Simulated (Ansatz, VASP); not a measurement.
# Cu: VASP beside Ansatz, part 2 of 2

One calculation is typed for both programs; each brings its own data sets. How far apart do they land? The structure shown is frame 250 of Ansatz's trajectory.

VASP 6.6.1 and Ansatz 0.2.0.

So far: The structure; Ansatz: dynamics, LDA.

### 3. VASP: single point, LDA

Level of this step: LDA; plane waves and PAW (Cu) (VASP).

The same cell, functional (in two slightly different forms), mesh and smearing now go to VASP, with its own data sets.

Lines of VASP's logs that name or quote its potential files are left out, and so is its time.

Input file INCAR:

```
SYSTEM = Cu
PREC = Accurate
ENCUT = 520
EDIFF = 1E-06
NELM = 120
ISMEAR = -1
SIGMA = 0.123
LREAL = Auto
ALGO = Normal
GGA = CA
NBANDS = 312
LASPH = .TRUE.
LORBIT = 11
LWAVE = .FALSE.
LCHARG = .FALSE.
ISIF = 2
GGA_COMPAT = .FALSE.
NCORE = 2
```

Input file POSCAR:

```
Cu
1.0
    8.5873000000      0.0000000000      0.0000000000
    0.0000000000      8.5873000000      0.0000000000
    0.0000000000      0.0000000000      8.5873000000
Cu
48
Direct
    0.0862087036      0.2628067029      0.7635578121
    0.1979318296      0.5356980657      0.8241123520
    0.2529316549      0.0671456686      0.5616317119
    0.9873068368      0.7381365505      0.8432452575
    0.6868631584      0.6720622314      0.0127397436
    0.1001944732      0.9857929733      0.0394419666
    0.9692918612      0.5101021276      0.6303261794
    0.8634611578      0.1693314546      0.8863670770
    0.8183713158      0.9785497188      0.3514375881
    0.8498014510      0.8607594937      0.0654105481
    0.7681226928      0.0943369860      0.6107856952
    0.3160597627      0.4934496291      0.2235510580
    0.5523039838      0.0762637849      0.3794324176
    0.9970188534      0.4207608911      0.3226858267
    0.7701140056      0.2915933996      0.4025479487
    0.5413226509      0.9553410269      0.6429844072
    0.6690228593      0.7584106762      0.5010888172
    0.3662152248      0.0097236617      0.1240320007
    0.2614675160      0.7843443224      0.7474759237
    0.4706834511      0.8720319542      0.9193809463
    0.5258812432      0.6470252582      0.7479184377
    0.7157430158      0.3864544152      0.0131473222
    0.7451236128      0.1632410653      0.1527022463
    0.5915712739      0.1291442013      0.8636125441
    0.4326854774      0.3474666077      0.8354663282
    0.3677407334      0.8353964576      0.4127490597
    0.0138227382      0.1753403282      0.2305730556
    0.1426525217      0.2977070791      0.0489327262
    0.1122937361      0.8928533998      0.2801695527
    0.3005251942      0.0708953920      0.8467970142
    0.2336124277      0.3867921233      0.5365248681
    0.0767528793      0.9760926019      0.7067646408
    0.4616352055      0.5046522190      0.5012867840
    0.6844060415      0.3616736343      0.7207271203
    0.8456441489      0.6732267418      0.3216144772
    0.4753997182      0.2354290639      0.1746882023
    0.4539610821      0.5793788502      0.9834639526
    0.6082587076      0.8237280635      0.2233763814
    0.2850954316      0.7674589219      0.0789887392
    0.2835233426      0.1478578832      0.3218124440
    0.7364945908      0.8337079175      0.7658751878
    0.1350715592      0.6344252559      0.4172790050
    0.5698298650      0.5600945582      0.2277083600
    0.9996157116      0.6002818115      0.0981682252
    0.0085125709      0.1951486498      0.5270806889
    0.9335530376      0.7863006999      0.5494043529
    0.4656877016      0.2463638163      0.5734398472
    0.9408428726      0.4465547960      0.8943789084
```

Input file KPOINTS:

```
Automatic mesh
0
Gamma
1 1 1
0 0 0
```

The projector-augmented-wave data sets are Cu (LDA family, release 64).

Started as:

```
> mpirun -np 8 vasp_gam
```

Numbers of over 12 decimals in the logs are rounded to 6 here.

Log:

```text
[banner, memory and clock lines left out]
running    8 mpi-ranks, on    1 nodes
[...]
LDA part: xc-table for (Slater(with rela. corr.)+CA(PZ))
 , standard interpolation
 POSCAR, INCAR and KPOINTS ok, starting setup
[...]
entering main loop
       N       E                     dE             d eps       ncg     rms          rms(c)
DAV:   1     0.709069267986E+04    0.70907E+04   -0.22907E+05   624   0.350E+03
DAV:   2     0.140290106395E+04   -0.56878E+04   -0.55329E+04   624   0.806E+02
DAV:   3    -0.563240419903E+02   -0.14592E+04   -0.13751E+04   624   0.348E+02
DAV:   4    -0.242979426647E+03   -0.18666E+03   -0.16993E+03   688   0.157E+02
[...]
DAV:  18    -0.211242703498E+03    0.92350E-05   -0.57016E-05   696   0.855E-02    0.116E-02
DAV:  19    -0.211242702555E+03    0.94315E-06   -0.27143E-05   656   0.455E-02    0.549E-03
DAV:  20    -0.211242702257E+03    0.29852E-06   -0.40797E-06   600   0.199E-02
   1 F= -.21124270E+03 E0= -.21078241E+03  d E =-.920585E+00
```

Parts of OUTCAR (step 3):

```text
  Total      -26.8865333    -32.0090794    -32.1778674     10.3144033     -2.3037069     -9.5739606
  in kB      -68.0260861    -80.9867293    -81.4137828     26.0966514     -5.8286489    -24.2232444
  external PRESSURE =     -76.8088661 kB  Pullay stress =       0.0000000 kB

 POSITION                                       TOTAL-FORCE (eV/Angst)
 -----------------------------------------------------------------------------------
      0.74030      2.25680      6.55690         1.472647      0.149163      0.487204
      1.69970      4.60020      7.07690         0.255264     -0.653143      0.302152
      2.17200      0.57660      4.82290         1.679876     -0.006111     -0.027770
      8.47830      6.33860      7.24120         0.286866     -0.158063      0.021338
      5.89830      5.77120      0.10940         1.470974     -0.352088     -1.257179
      0.86040      8.46530      0.33870        -0.378113      0.534650     -1.835881
      8.32360      4.38040      5.41280         0.174523     -0.152044     -0.807286
      7.41480      1.45410      7.61150         0.219066     -0.484881      0.316265
      7.02760      8.40310      3.01790         0.571688     -0.292228      0.115744
      7.29750      7.39160      0.56170         0.913438      1.294997      0.499418
      6.59610      0.81010      5.24500         0.178823      0.102827      0.326859
      2.71410      4.23740      1.91970        -1.236060     -0.424860      0.339735
      4.74280      0.65490      3.25830         0.412865     -0.711030     -0.017584
      8.56170      3.61320      2.77100         0.456681      0.639287      0.105788
[...]
-----------------------------------------------------------------------------------
    total drift:                                0.003162     -0.000294      0.001099

  FREE ENERGIE OF THE ION-ELECTRON SYSTEM (eV)
  ---------------------------------------------------
  free  energy   TOTEN  =      -211.2427022567 eV

  energy  without entropy=     -210.3221170588  energy(sigma->0) =     -210.78240966

[... 3 further parts left out ...]
[key lines of the parts left out:]
E-fermi :   5.9086
```

The run ends at a pressure of -7.68 GPa, with forces up to 3.2 eV/Å.

### 4. Comparison

Known differences besides the potentials themselves: the two LDA forms differ slightly; the data sets hold 912 valence electrons in Ansatz (on its default PAW (the set named soft_2) files) and 528 in VASP; the cutoff is 420 eV in Ansatz and 520 eV in VASP (PREC = Accurate, projectors in real space); VASP's log shows a relativistic correction to its local exchange, Ansatz's none. Total energies have different zeros and are not compared.

Forces on 9 of the 48 atoms, those with the largest forces and the largest differences (eV/Å; atoms numbered as in POSCAR):

```tsv
atom	Ansatz x, y, z	VASP x, y, z
Cu15	-0.649, -0.081, 0.236	-0.672, -0.061, 0.237
Cu16	-2.341, 0.151, -0.228	-2.356, 0.149, -0.232
Cu27	-0.930, -1.609, 0.812	-0.933, -1.613, 0.816
Cu32	-2.712, -0.499, 1.494	-2.732, -0.504, 1.496
Cu36	1.217, 2.654, -1.217	1.228, 2.683, -1.228
Cu37	-1.865, -1.168, 0.558	-1.873, -1.179, 0.561
Cu39	-1.369, -1.417, 0.505	-1.381, -1.434, 0.510
Cu40	-1.547, 1.237, 0.506	-1.564, 1.250, 0.519
Cu43	0.761, -0.998, 1.265	0.769, -1.014, 1.288
```

The forces differ by 9.8 meV/Å r.m.s., which is 1.2 % of the r.m.s. force of 0.849 eV/Å (both taken over all components).

### 5. What came out

| Property | Result |
| --- | --- |
| r.m.s. force difference (single point, LDA) | 1.2 % of the r.m.s. force |

The r.m.s. force difference is 1.2 % of the r.m.s. force (single point, LDA), within the 3 % picked in this series as the mark of a large difference. The data sets hold unlike numbers of valence electrons (912 in Ansatz and 528 in VASP), so part of the differences comes from the potentials. 2 further runs of this series are not shown here. Such differences can come from data sets, numerical settings and the points named under the comparisons, not from the functional's error against experiment.

[Lines on the potential files, build, host, timing and source positions are cut from VASP's logs without a mark.]

[Logs are printed without paths, hosts, clocks, repeated set-up lines and the standing remarks that a program may print on its own settings, such as how far it seeks lower states.]

[Hosts, paths, dates, database ids (printed as entryN), source tags and the programs' standing remarks are cut or masked in the printed files.]
